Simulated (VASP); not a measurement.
An input for VASP 6.6.1 (Pr3Ti):

run.py

```python
from ase.calculators.vasp import Vasp
from ase.dft.dos import DOS
from ase.spacegroup import crystal

atoms = crystal(
    ['Pr', 'Ti'],
    basis=[[0.5, 0.5, 0.0], [0.0, 0.0, 0.0]],
    spacegroup=221,
    setting=1,
    cellpar=[5.09904567, 5.09904567, 5.09904567, 90.0, 90.0, 90.0],
    primitive_cell=True,
)
calc = Vasp(
    directory='calc',
    xc='pbe',
    pp='PBE',
    setups={'base': 'minimal', 'Ti': '_sv'},
    prec='Normal',
    encut=300,
    ediff=1e-06,
    ismear=-1,
    sigma=0.1,
    lreal=False,
    lasph=True,
    nelm=100,
    algo='Normal',
    isif=2,
    lwave=False,
    lcharg=False,
    lorbit=11,
    lsorbit=True,
    gga_compat=False,
    lmaxmix=6,
    ldautype=2,
    ldauprint=1,
    ivdw=2,
    ldau_luj={'Pr': {'L': 3, 'U': 5, 'J': 0}, 'Ti': {'L': 2, 'U': 6, 'J': 0}},
    kpts=[5, 5, 5],
    gamma=True,
    nbands=65,
)
atoms.calc = calc

print('energy (eV):', atoms.get_potential_energy())
print('free energy (eV):', atoms.get_potential_energy(force_consistent=True))
print('forces (eV/A):')
print(atoms.get_forces())
print('stress (eV/A^3, Voigt):', atoms.get_stress())
print('Fermi level (eV):', calc.get_fermi_level())
dos = DOS(calc, width=0.1, window=(-10, 10), npts=301)
print('E - E_F (eV), DOS (1/eV)')
for e, g in zip(dos.get_energies(), dos.get_dos()):
    print(f'{e:8.3f} {g:10.4f}')
```

Potentials or basis: VASP PAW PBE potentials, release 64 (Pr, Ti_sv).

Run with:

```sh
$ python run.py
```

What does the program do with it?

The run stopped without a result. It printed:

Output:

```text
Traceback (most recent call last):
  ...
ase.calculators.calculator.CalculationFailed: vasp in <dir> returned an error: 1 stderr is in vasp.out
```

OUTCAR:

```text
ENCUT = 300.000000
   EDIFF = 1.00e-06
   GGA = PE
   PREC = Normal
   ISIF = 2
   ISMEAR = -1
   LORBIT = 11
   NELM = 100
   IVDW = 2
   LASPH = .TRUE.
   LSORBIT = .TRUE.
   LREAL = .FALSE.
```

Among its messages:

```text
Error: missing parameters C6 for the following elements: Pr. Use flag VDW_C6 or VDW_C6au to define C6 for each atomic type in POSCAR! ---->  I REFUSE TO CONTINUE WITH THIS SICK JOB ... BYE!!! <----
```
